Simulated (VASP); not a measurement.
Data:

```
CELL_PARAMETERS angstrom
      2.91818     0.00000     0.00000
      0.00000     2.91818     0.00000
      0.00000     0.00000     2.91818
ATOMIC_POSITIONS crystal
  Zn 0.50000 0.50000 0.50000
  Cu 0.00000 0.00000 0.00000
```

All values below come from TPSS meta-GGA, VASP's PBE PAW potentials (set 64) (plane waves; VASP). Run with 520 eV cut-off, 14×14×14 Γ-centred mesh, tetrahedra with Blöchl corrections, potentials Zn Cu.

Predict the energy per atom (σ→0), band gap (over mesh and band path) with the smallest direct gap where there is one.

```yaml
band gap (over mesh and band path): none (metal, semimetal or under 0.01 eV)
energy per atom (σ→0): -10.490 eV/atom
```

Total energies compare only between runs with the same potentials, cut-off and functional.

The compound is CuZn in the CsCl type structure. It was relaxed first. The electron count is odd and the run is not spin-polarised, which forces a metal.
